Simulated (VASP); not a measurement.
Method: PBEsol GGA, VASP's PBE PAW potentials (set 64) (plane waves; VASP).

The input files of a VASP run:

POSCAR:
```
Ge
4.0125810
  0.0000000000   0.7071067260   0.7071067260
  0.7071067260   0.0000000000   0.7071067260
  0.7071067260   0.7071067260   0.0000000000
Ge
2
Cartesian
  0.0000000000   0.0000000000   0.0000000000
  0.3535533630   0.3535533630   0.3535533630
```

INCAR:
```
# general
SYSTEM =Ge
PREC   =Accurate
ENCUT  =520
LREAL  =.False.
LASPH  =.True.

# electronic loop
EDIFF  =1E-7
NELM   =100
ALGO   =Normal
LMAXMIX=4

# smearing
ISMEAR =-5

# functional
GGA    =PS

# ions
ISIF   =2

# output
LWAVE  =.False.
LCHARG =.True.
LORBIT =11
NEDOS  =601
```

### KPOINTS
```
K-points
0
Gamma
  12 12 12
```

POTCAR, in this order: Ge_d (PBE.64 set). Program: vasp_std.

Output

File OSZICAR:
```
       N       E                     dE             d eps       ncg     rms          rms(c)
DAV:   1     0.163916943252E+03    0.16392E+03   -0.15564E+04  2646   0.423E+03
DAV:   2     0.111198583869E+02   -0.15280E+03   -0.15076E+03  2592   0.543E+02
DAV:   3    -0.938442096211E+01   -0.20504E+02   -0.20358E+02  2850   0.149E+02
DAV:   4    -0.100108192723E+02   -0.62640E+00   -0.62535E+00  2954   0.297E+01
DAV:   5    -0.100220253788E+02   -0.11206E-01   -0.11196E-01  2944   0.409E+00    0.323E+00
DAV:   6    -0.992350326876E+01    0.98522E-01   -0.38727E-02  3118   0.268E+00    0.185E+00
DAV:   7    -0.987250158300E+01    0.51002E-01   -0.73230E-02  2702   0.285E+00    0.161E-01
DAV:   8    -0.987355786144E+01   -0.10563E-02   -0.80480E-03  2930   0.148E+00    0.479E-02
DAV:   9    -0.987364673964E+01   -0.88878E-04   -0.34792E-04  3176   0.341E-01    0.151E-02
DAV:  10    -0.987365911187E+01   -0.12372E-04   -0.27447E-05  2958   0.650E-02    0.550E-03
DAV:  11    -0.987366055839E+01   -0.14465E-05   -0.26833E-06  3222   0.169E-02    0.144E-03
DAV:  12    -0.987366036081E+01    0.19757E-06   -0.62941E-07  3132   0.160E-02    0.308E-04
DAV:  13    -0.987366030815E+01    0.52666E-07   -0.12491E-08  1424   0.160E-03
   1 F= -.98736603E+01 E0= -.98736603E+01  d E =0.000000E+00
```

**OUTCAR**
```
------------------------ aborting loop because EDIFF is reached ----------------------------------------
  FORCE on cell =-STRESS in cart. coord.  units (eV):
  Direction    XX          YY          ZZ          XY          YZ          ZX
  --------------------------------------------------------------------------------------
  Total       -0.0191825     -0.0191825     -0.0191825      0.0000000      0.0000000      0.0000000
  in kB       -0.6727587     -0.6727587     -0.6727587      0.0000000      0.0000000      0.0000000
  external PRESSURE =      -0.6727587 kB  Pullay stress =       0.0000000 kB
  volume of cell :       45.68
      direct lattice vectors                 reciprocal lattice vectors
     0.000000000  2.837323014  2.837323014    -0.176222445  0.176222445  0.176222445
     2.837323014  0.000000000  2.837323014     0.176222445 -0.176222445  0.176222445
     2.837323014  2.837323014  0.000000000     0.176222445  0.176222445 -0.176222445
 POSITION                                       TOTAL-FORCE (eV/Angst)
 -----------------------------------------------------------------------------------
      0.00000      0.00000      0.00000        -0.000000     -0.000000     -0.000000
      1.41866      1.41866      1.41866         0.000000      0.000000      0.000000
 -----------------------------------------------------------------------------------
    total drift:                                0.000000     -0.000000      0.000000
  FREE ENERGIE OF THE ION-ELECTRON SYSTEM (eV)
  ---------------------------------------------------
  free  energy   TOTEN  =        -9.8736603081 eV

  energy  without entropy=       -9.8736603081  energy(sigma->0) =       -9.87366031

 total charge

# of ion       s       p       d       tot
------------------------------------------
    1        1.130   1.249  10.023  12.401
    2        1.130   1.249  10.023  12.401
--------------------------------------------------
tot          2.259   2.498  20.045  24.803
```
(Selected blocks of OUTCAR.)

For a metal the tetrahedron method with Blöchl corrections gives inexact stress and forces.

The compound is Ge in the diamond structure. It was relaxed first.
